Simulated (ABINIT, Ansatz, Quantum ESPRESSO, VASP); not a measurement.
**Code comparison for FeAl (Pm-3m, 2 atoms in the cell)**

Self-consistent single point.

```
CELL_PARAMETERS angstrom
      2.91000     0.00000     0.00000
      0.00000     2.91000     0.00000
      0.00000     0.00000     2.91000
ATOMIC_POSITIONS crystal
  Al 0.50000 0.50000 0.50000
  Fe 0.00000 0.00000 0.00000
```

All programs got the same cell, k-point mesh and kind of occupations (in Ansatz's words: kpoints.mp_grid.grid = 11 11 11; scf.occupations.method = fermi_dirac; scf.occupations.width = 0.1 eV); potentials, basis and cutoffs are each program's usual ones.

| code | model | pressure (GPa) | cutoff |
|---|---|---|---|
| Ansatz | PBE, default PAW files | -6.68 | default |
| ABINIT | PBE, norm-conserving pseudopotentials (PseudoDojo nc-sr-05 PBE standard) | -6.90 | 90 Ry |
| VASP | PBE, VASP's PBE PAW potentials (set 64) | -6.59 | 300 eV |
| Quantum ESPRESSO | PBE, PSlibrary ultrasoft (PBE) pseudopotentials | -6.67 | 55 Ry |

The spread over the programs that give each value: pressure within 0.31 GPa.

The starting cell has typed, rounded lattice constants, without a prior relaxation at this level. On Ansatz's run: Spin polarisation is off. In the base run, with a pressure of about -7 GPa the cell is away from its equilibrium volume at this level.

### Question
Why do the programs differ, and what cannot be compared?

### Answer
Differences of this kind can come from the potentials, where these differ, and from what each basis and cutoff leave unconverged. The valence holds different numbers of electrons (Ansatz (a quantum-chemistry and plane-wave program) 19, ABINIT 19, VASP 11, Quantum ESPRESSO 11). The zero of total energies and Fermi levels follows the potentials and each program's conventions, so they are not compared here. Ansatz's pressure is given at a fixed set of plane waves, as the other plane-wave codes print theirs; with its correction for the finite basis it is -6.61 GPa.

VASP's run is marked for a possible Pulay error in its stress at this cutoff; no cutoff test was made.

Left out of this page: GPAW, CP2K, Elk, FLEUR and SIESTA (not drawn, or without a comparable value).

Keys are those of Ansatz 0.2.
